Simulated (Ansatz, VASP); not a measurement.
# Na3AuO3 (Na3AuO3 (P4_2/mnm)) in two plane-wave programs, part 2 of 3

Aim: how closely do two programs agree when they are given the same cell, functional and k mesh? Of the first pair: The structure shown is the start of the Ansatz relaxation below; VASP solves that cell, so the two are compared at the walk's first step.

VASP 6.6.1 and Ansatz 0.2.0.

So far: Starting point; Ansatz: relaxation, PBEsol.

### Step 3. VASP: single point, PBEsol, start cell, pair 1

Level of this step: PBEsol; plane waves and PAW (Na_pv, Au, O) (VASP).

The same cell, functional, mesh and smearing now go to VASP, with its own data sets.

Lines of VASP's logs that name or quote its potential files are left out, and so is its time.

INCAR reads:

```
SYSTEM = Na3AuO3
PREC = Accurate
ENCUT = 520
EDIFF = 1E-06
NELM = 120
ISMEAR = -1
SIGMA = 0.01
LREAL = .FALSE.
ALGO = Normal
GGA = PS
NBANDS = 120
LASPH = .TRUE.
LORBIT = 11
LWAVE = .FALSE.
LCHARG = .FALSE.
ISIF = 2
GGA_COMPAT = .FALSE.
EFERMI = MIDGAP
KPAR = 4
```

POSCAR reads:

```
Na3AuO3
1.0
    9.3376690000      0.0000000000      0.0000000000
    0.0000000000      9.3376690000      0.0000000000
    0.0000000000      0.0000000000      4.5087050000
Na Au O
12 4 12
Direct
    0.1263968556      0.6199102795      0.0000000000
    0.8800897740      0.6263969091      0.4999998891
    0.3565763575      0.6434236425      0.4999998891
    0.8565764111      0.8565764111      0.0000000000
    0.3800897205      0.8736031444      0.0000000000
    0.6263969091      0.8800897740      0.4999998891
    0.3736030909      0.1199102260      0.4999998891
    0.6199102795      0.1263968556      0.0000000000
    0.1434235889      0.1434235889      0.0000000000
    0.6434236425      0.3565763575      0.4999998891
    0.1199102260      0.3736030909      0.4999998891
    0.8736031444      0.3800897205      0.0000000000
    0.6177009487      0.6177009487      0.0000000000
    0.1177008952      0.8822989977      0.4999998891
    0.8822989977      0.1177008952      0.4999998891
    0.3822990513      0.3822990513      0.0000000000
    0.3967554429      0.6032445571      0.0000000000
    0.8310887867      0.6167612067      0.0000000000
    0.1167612602      0.6689111597      0.4999998891
    0.6167612067      0.8310887867      0.0000000000
    0.3310888403      0.8832387398      0.4999998891
    0.8967553894      0.8967553894      0.4999998891
    0.1032446106      0.1032446106      0.4999998891
    0.6689111597      0.1167612602      0.4999998891
    0.3832387933      0.1689112133      0.0000000000
    0.8832387398      0.3310888403      0.4999998891
    0.1689112133      0.3832387933      0.0000000000
    0.6032445571      0.3967554429      0.0000000000
```

KPOINTS reads:

```
Automatic mesh
0
Gamma
3 3 6
0 0 0
```

Potentials, in the order of the species: Na_pv, Au and O (PBE family, release 64).

Started as:

```console
$ mpirun -np 4 vasp_std
```

Numbers of over 12 decimals in the logs are rounded to 6 here.

The program printed:

```text
[banner, memory and clock lines left out]
running    4 mpi-ranks, on    1 nodes
 distrk:  each k-point on    1 cores,    4 groups
 distr:  one band on    1 cores,    1 groups

 POSCAR found type information on POSCAR NaAuO
 POSCAR found :  3 types and      28 ions
|                                                                             |
|               ----> ADVICE to this user running VASP <----                  |
|                                                                             |
|     You have a (more or less) 'large supercell' and for larger cells it     |
|     might be more efficient to use real-space projection operators.         |
|     Therefore, try LREAL= Auto in the INCAR file.                           |
|     Mind: For very accurate calculation, you might also keep the            |
|     reciprocal projection scheme (i.e. LREAL=.FALSE.).                      |
|                                                                             |

|                                                                             |
|               ----> ADVICE to this user running VASP <----                  |
|                                                                             |
|     You enforced a specific xc type in the INCAR file but a different       |
|     [... a line on the potential file left out ...]
|     I HOPE YOU KNOW WHAT YOU ARE DOING!                                     |
|                                                                             |

 LDA part: xc-table for (Slater+PW92), standard interpolation
 POSCAR, INCAR and KPOINTS ok, starting setup
 FFT: planning ... GRIDC
 FFT: planning ... GRID_SOFT
 FFT: planning ... GRID
 WAVECAR not read
 entering main loop
       N       E                     dE             d eps       ncg     rms          rms(c)
DAV:   1     0.286544803868E+04    0.28654E+04   -0.94876E+04  2880   0.201E+03
DAV:   2     0.395695647403E+03   -0.24698E+04   -0.23898E+04  2992   0.583E+02
DAV:   3    -0.110332207070E+03   -0.50603E+03   -0.47648E+03  3264   0.244E+02
DAV:   4    -0.160685919415E+03   -0.50354E+02   -0.49137E+02  3320   0.751E+01
DAV:   5    -0.162607577927E+03   -0.19217E+01   -0.19090E+01  3288   0.147E+01    0.478E+01
DAV:   6    -0.128643437277E+03    0.33964E+02   -0.16754E+02  3728   0.555E+01    0.344E+01
DAV:   7    -0.126274797694E+03    0.23686E+01   -0.27139E+01  3112   0.196E+01    0.164E+01
DAV:   8    -0.125884521146E+03    0.39028E+00   -0.59870E+00  3400   0.740E+00    0.761E+00
DAV:   9    -0.125737712015E+03    0.14681E+00   -0.34523E-01  3776   0.283E+00    0.178E+00
DAV:  10    -0.125720914014E+03    0.16798E-01   -0.15697E-01  3184   0.146E+00    0.595E-01
DAV:  11    -0.125722760110E+03   -0.18461E-02   -0.24150E-02  3832   0.644E-01    0.328E-01
DAV:  12    -0.125724271009E+03   -0.15109E-02   -0.30470E-03  3568   0.310E-01    0.185E-01
DAV:  13    -0.125724281838E+03   -0.10828E-04   -0.49029E-04  3296   0.135E-01    0.387E-02
DAV:  14    -0.125724336569E+03   -0.54731E-04   -0.12449E-04  3208   0.767E-02    0.285E-02
DAV:  15    -0.125724339491E+03   -0.29219E-05   -0.26166E-05  3512   0.225E-02    0.142E-02
DAV:  16    -0.125724341767E+03   -0.22768E-05   -0.23096E-06  2360   0.133E-02    0.920E-03
DAV:  17    -0.125724341710E+03    0.56778E-07   -0.13380E-06  2008   0.654E-03
   1 F= -.12572434E+03 E0= -.12572434E+03  d E =0.000000E+00
```

From OUTCAR (step 3):

```text
ion  position               nearest neighbor table
   1  0.126  0.620  0.000-  27 2.25  19 2.30  19 2.30
   2  0.880  0.626  0.500-  19 2.25  18 2.30  18 2.30
   3  0.357  0.643  0.500-  19 2.25  21 2.25  17 2.32  17 2.32  14 3.15
   4  0.857  0.857  0.000-  18 2.25  20 2.25  22 2.32  22 2.32  13 3.15
   5  0.380  0.874  0.000-  20 2.25  21 2.30  21 2.30
   6  0.626  0.880  0.500-  24 2.25  20 2.30  20 2.30
   7  0.374  0.120  0.500-  21 2.25  25 2.30  25 2.30
   8  0.620  0.126  0.000-  25 2.25  24 2.30  24 2.30
   9  0.143  0.143  0.000-  25 2.25  27 2.25  23 2.32  23 2.32  16 3.15
  10  0.643  0.357  0.500-  24 2.25  26 2.25  28 2.32  28 2.32  15 3.15
  11  0.120  0.374  0.500-  26 2.25  27 2.30  27 2.30
  12  0.874  0.380  0.000-  18 2.25  26 2.30  26 2.30
  13  0.618  0.618  0.000-  18 1.99  20 1.99  17 2.07  28 2.07  16 3.11   4 3.15
  14  0.118  0.882  0.500-  19 1.99  21 1.99  22 2.07  23 2.07  15 3.11   3 3.15
  15  0.882  0.118  0.500-  24 1.99  26 1.99  22 2.07  23 2.07  14 3.11  10 3.15
  16  0.382  0.382  0.000-  25 1.99  27 1.99  17 2.07  28 2.07  13 3.11   9 3.15
  17  0.397  0.603  0.000-  13 2.07  16 2.07   3 2.32   3 2.32
  18  0.831  0.617  0.000-  13 1.99  12 2.25   4 2.25   2 2.30   2 2.30
  19  0.117  0.669  0.500-  14 1.99   2 2.25   3 2.25   1 2.30   1 2.30
  20  0.617  0.831  0.000-  13 1.99   5 2.25   4 2.25   6 2.30   6 2.30
  21  0.331  0.883  0.500-  14 1.99   7 2.25   3 2.25   5 2.30   5 2.30
  22  0.897  0.897  0.500-  14 2.07  15 2.07   4 2.32   4 2.32
  23  0.103  0.103  0.500-  14 2.07  15 2.07   9 2.32   9 2.32
  24  0.669  0.117  0.500-  15 1.99   6 2.25  10 2.25   8 2.30   8 2.30
  25  0.383  0.169  0.000-  16 1.99   8 2.25   9 2.25   7 2.30   7 2.30
  26  0.883  0.331  0.500-  15 1.99  11 2.25  10 2.25  12 2.30  12 2.30
  27  0.169  0.383  0.000-  16 1.99   1 2.25   9 2.25  11 2.30  11 2.30
  28  0.603  0.397  0.000-  13 2.07  16 2.07  10 2.32  10 2.32

  LATTYP: Found a simple tetragonal cell.
 ALAT       =     9.3376690000
 C/A-ratio  =     0.4828512341

 Subroutine GETGRP returns: Found 16 space group operations
 (whereof  8 operations were pure point group operations)

The static configuration has the point symmetry D_2h.
 The point group associated with its full space group is D_4h.

 Found     12 irreducible k-points:

   k-points           NKPTS =     12   k-points in BZ     NKDIM =     12   number of bands    NBANDS=    120

   dimension x,y,z NGX =    70 NGY =   70 NGZ =   36
   dimension x,y,z NGXF=   140 NGYF=  140 NGZF=   72

   ENCUT  =  520.0 eV  38.22 Ry    6.18 a.u.  17.36 17.36  8.38*2*pi/ulx,y,z

   NELECT =     200.0000    total number of electrons

 k-points in reciprocal lattice and weights: Automatic mesh
   0.00000000  0.00000000  0.00000000       0.019
   0.33333333  0.00000000  0.00000000       0.074
   0.33333333  0.33333333  0.00000000       0.074
   0.00000000  0.00000000  0.16666667       0.037
   0.33333333  0.00000000  0.16666667       0.148
   0.33333333  0.33333333  0.16666667       0.148
   0.00000000  0.00000000  0.33333333       0.037
   0.33333333  0.00000000  0.33333333       0.148
   0.33333333  0.33333333  0.33333333       0.148
   0.00000000  0.00000000  0.50000000       0.019
   0.33333333  0.00000000  0.50000000       0.074
   0.33333333  0.33333333  0.50000000       0.074

 average (electrostatic) potential at core
       1 -45.2590       2 -45.2590       3 -45.2706       4 -45.2706       5 -45.2590
       6 -45.2590       7 -45.2590       8 -45.2590       9 -45.2705      10 -45.2706
      11 -45.2590      12 -45.2590      13 -71.6447      14 -71.6447      15 -71.6447
      16 -71.6447      17 -72.6045      18 -71.4109      19 -71.4109      20 -71.4109
      21 -71.4109      22 -72.6045      23 -72.6045      24 -71.4109      25 -71.4109
      26 -71.4109      27 -71.4109      28 -72.6045

 E-fermi :   2.8642

 k-point     1 :       0.0000    0.0000    0.0000
  band No.  band energies     occupation
    ...
     96       1.6959      2.00000
     97       1.7135      2.00000
     98       1.7173      2.00000
     99       1.7173      2.00000
    100       1.8619      2.00000
    101       3.8888      0.00000
    102       3.8888      0.00000
    103       3.9430      0.00000
    104       4.2506      0.00000
    105       4.5312      0.00000
    ...

 k-point     2 :       0.3333    0.0000    0.0000
  band No.  band energies     occupation
    ...
     96       1.6279      2.00000
     97       1.6560      2.00000
     98       1.7497      2.00000
     99       1.8305      2.00000
    100       1.8369      2.00000
    101       3.8511      0.00000
    102       3.8700      0.00000
    103       4.1700      0.00000
    104       4.3953      0.00000
    105       4.7447      0.00000
    ...

 k-point     3 :       0.3333    0.3333    0.0000
  band No.  band energies     occupation
    ...
     96       1.6442      2.00000
     97       1.6477      2.00000
     98       1.7360      2.00000
     99       1.7958      2.00000
    100       1.8532      2.00000
    101       3.8460      0.00000
    102       3.8523      0.00000
    103       4.3642      0.00000
    104       4.5267      0.00000
    105       4.9696      0.00000
    ...

  Total       -0.3838359     -0.3838359      2.7604340      0.0000000      0.0000000      0.0000000
  in kB       -1.5643264     -1.5643264     11.2501724      0.0000000      0.0000000      0.0000000
  external PRESSURE =       2.7071732 kB  Pullay stress =       0.0000000 kB

  energy-cutoff  :      520.00
  volume of cell :      393.12
      direct lattice vectors                 reciprocal lattice vectors
     9.337669000  0.000000000  0.000000000     0.107093109  0.000000000  0.000000000
     0.000000000  9.337669000  0.000000000     0.000000000  0.107093109  0.000000000
     0.000000000  0.000000000  4.508705000     0.000000000  0.000000000  0.221793176

 POSITION                                       TOTAL-FORCE (eV/Angst)
 -----------------------------------------------------------------------------------
      1.18025      5.78852      0.00000        -0.033390      0.055154      0.000000
      8.21799      5.84909      2.25435        -0.055154     -0.033390      0.000000
      3.32959      6.00808      2.25435         0.032422     -0.032422      0.000000
      7.99843      7.99843      0.00000         0.032422      0.032422      0.000000
      3.54915      8.15742      0.00000        -0.055154      0.033390      0.000000
      5.84909      8.21799      2.25435        -0.033390     -0.055154      0.000000
      3.48858      1.11968      2.25435         0.033390      0.055154      0.000000
      5.78852      1.18025      0.00000         0.055154     -0.033390      0.000000
      1.33924      1.33924      0.00000        -0.032422     -0.032422      0.000000
      6.00808      3.32959      2.25435        -0.032422      0.032422      0.000000
      1.11968      3.48858      2.25435         0.055154      0.033390      0.000000
      8.15742      3.54915      0.00000         0.033390     -0.055154      0.000000
      5.76789      5.76789      0.00000        -0.052820     -0.052820      0.000000
      1.09905      8.23862      2.25435        -0.052820      0.052820      0.000000
      8.23862      1.09905      2.25435         0.052820     -0.052820      0.000000
      3.56978      3.56978      0.00000         0.052820      0.052820      0.000000
      3.70477      5.63290      0.00000         0.195625     -0.195625      0.000000
      7.76043      5.75911      0.00000        -0.181700     -0.017550      0.000000
      1.09028      6.24607      2.25435        -0.017550      0.181700      0.000000
      5.75911      7.76043      0.00000        -0.017550     -0.181700      0.000000
      3.09160      8.24739      2.25435        -0.181700      0.017550      0.000000
      8.37361      8.37361      2.25435         0.195625      0.195625      0.000000
      0.96406      0.96406      2.25435        -0.195625     -0.195625      0.000000
      6.24607      1.09028      2.25435         0.181700     -0.017550      0.000000
      3.57856      1.57724      0.00000         0.017550      0.181700      0.000000
      8.24739      3.09160      2.25435         0.017550     -0.181700      0.000000
      1.57724      3.57856      0.00000         0.181700      0.017550      0.000000
      5.63290      3.70477      0.00000        -0.195625      0.195625      0.000000
 -----------------------------------------------------------------------------------
    total drift:                               -0.002536     -0.002547      0.000000

  FREE ENERGIE OF THE ION-ELECTRON SYSTEM (eV)
  ---------------------------------------------------
  free  energy   TOTEN  =      -125.7243417105 eV

  energy  without entropy=     -125.7243417105  energy(sigma->0) =     -125.72434171

 total charge
# of ion       s       p       d       tot
------------------------------------------
    1        0.068   6.002   0.000   6.070
    2        0.068   6.002   0.000   6.070
    3        0.073   6.007   0.000   6.080
    4        0.073   6.007   0.000   6.080
    5        0.068   6.002   0.000   6.070
    6        0.068   6.002   0.000   6.070
    7        0.068   6.002   0.000   6.070
    8        0.068   6.002   0.000   6.070
    9        0.073   6.007   0.000   6.080
   10        0.073   6.007   0.000   6.080
   11        0.068   6.002   0.000   6.070
   12        0.068   6.002   0.000   6.070
   13        0.641   0.513   8.524   9.678
   14        0.641   0.513   8.524   9.678
   15        0.641   0.513   8.524   9.678
   16        0.641   0.513   8.524   9.678
   17        1.560   3.364   0.000   4.924
   18        1.555   3.384   0.000   4.939
   19        1.555   3.384   0.000   4.939
   20        1.555   3.384   0.000   4.939
   21        1.555   3.384   0.000   4.939
   22        1.560   3.364   0.000   4.924
   23        1.560   3.364   0.000   4.924
   24        1.555   3.384   0.000   4.939
   25        1.555   3.384   0.000   4.939
   26        1.555   3.384   0.000   4.939
   27        1.555   3.384   0.000   4.939
   28        1.560   3.364   0.000   4.924
--------------------------------------------------
tot         22.080 114.631  34.097 170.808

[... 3 further parts left out ...]
```

The run ends at a pressure of 0.27 GPa, with forces up to 0.28 eV/Å.

### Step 4. Comparison

Known differences besides the potentials themselves: the data sets hold 256 valence electrons in Ansatz (on its default PAW (the set named soft_2) files) and 200 in VASP; the cutoff is 420 eV in Ansatz and 520 eV in VASP; Ansatz makes its cores anew for this functional, VASP keeps those of its PBE data sets. Total energies have different zeros and are not compared.

Forces on 10 of the 28 atoms, those with the largest forces and the largest differences (eV/Å; atoms numbered as in POSCAR):

| atom | Ansatz x, y, z | VASP x, y, z |
| --- | --- | --- |
| O17 | 0.214, -0.214, 0.000 | 0.196, -0.196, 0.000 |
| O18 | -0.237, -0.015, 0.000 | -0.182, -0.018, 0.000 |
| O19 | -0.015, 0.237, 0.000 | -0.018, 0.182, 0.000 |
| O21 | -0.237, 0.015, 0.000 | -0.182, 0.018, 0.000 |
| O22 | 0.214, 0.214, 0.000 | 0.196, 0.196, 0.000 |
| O23 | -0.214, -0.214, 0.000 | -0.196, -0.196, 0.000 |
| O25 | 0.015, 0.237, 0.000 | 0.018, 0.182, 0.000 |
| O26 | 0.015, -0.237, 0.000 | 0.018, -0.182, 0.000 |
| O27 | 0.237, 0.015, 0.000 | 0.182, 0.018, 0.000 |
| O28 | -0.214, 0.214, 0.000 | -0.196, 0.196, 0.000 |

The forces differ by 21 meV/Å r.m.s., which is 24.6 % of the r.m.s. force of 0.087 eV/Å (both taken over all components).

### Step 5. Ansatz: relaxation, PBEsol

This run makes the geometry at which the two programs are then compared. The cell compared in this pair holds 399.04 Å³, against 393.12 Å³ for the pair before.

The structure compared here is the end of the Ansatz relaxation.

This is the run of step 2 again, met here at its other cell.

[end of part 2 of 3]

[Lines on the potential files, build, host, timing and source positions are cut from VASP's logs without a mark.]

[Logs are printed without paths, hosts, clocks, repeated set-up lines and the standing remarks that a program may print on its own settings, such as how far it seeks lower states.]

[Hosts, paths, dates, database ids (printed as entryN), source tags and the programs' standing remarks are cut or masked in the printed files.]
